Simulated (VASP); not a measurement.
Here is the system:

```yaml
crystal:
  lattice:
    - [0.00000, 2.01788, 2.01788]
    - [2.01788, 0.00000, 2.01788]
    - [2.01788, 2.01788, 0.00000]
  atoms:
    - { symbol: Al, position: [0.00000, 0.00000, 0.00000] }
```

Calculation: PBE GGA, VASP's PBE PAW potentials (set 64) (plane waves; VASP). Numerical set-up: PREC = Normal, EDIFF = 1E-5, 400 eV cut-off, 16×16×16 Γ-centred mesh, first-order Methfessel-Paxton smearing of 0.10 eV, potentials Al.

**Question.** Estimate the energy per atom (σ→0), band gap (on the k-mesh) with the smallest direct gap where there is one.

**Answer.** 
```yaml
band gap (on the k-mesh): none (metal, semimetal or under 0.01 eV)
energy per atom (σ→0): -3.751 eV/atom
```

Total energies compare only between runs with the same potentials, cut-off and functional.

The compound is Al in the fcc structure. It was relaxed first.
